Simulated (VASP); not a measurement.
Consider the following.

```xyz
4
Lattice="3.8693 0.0000 0.0000 0.0000 3.8693 0.0000 0.0000 0.0000 5.0318" Properties=species:S:1:pos:R:3 pbc="T T T"
Sn     1.9347     0.0000     3.8693
Sn     0.0000     1.9347     1.1625
O      1.9347     1.9347     0.0000
O      0.0000     0.0000     0.0000
```

Method: PBE GGA, VASP's PBE PAW potentials (set 64) (plane waves; VASP). Run with 520 eV cut-off, 8×8×6 Γ-centred mesh, tetrahedra with Blöchl corrections, potentials Sn_d O.

Without a dispersion term in the relaxation, distances and binding between the weakly bound layers, chains or molecules are unreliable, and so is what depends on them. Unless said otherwise, spin-orbit coupling is left out, though it shifts the bands of the heavy elements here.

Q: Estimate the energy per atom (σ→0), band gap (on the k-mesh) with the smallest direct gap where there is one.

A: 
The band gap (on the k-mesh) is 0.44 eV, the smallest direct gap (on the k-mesh) is 1.93 eV and the energy per atom (σ→0) is -5.681 eV/atom.

Only differences to runs with the same potentials and settings are physical.

The compound is SnO in the litharge structure. It was relaxed first, which changed the volume by +8 %.
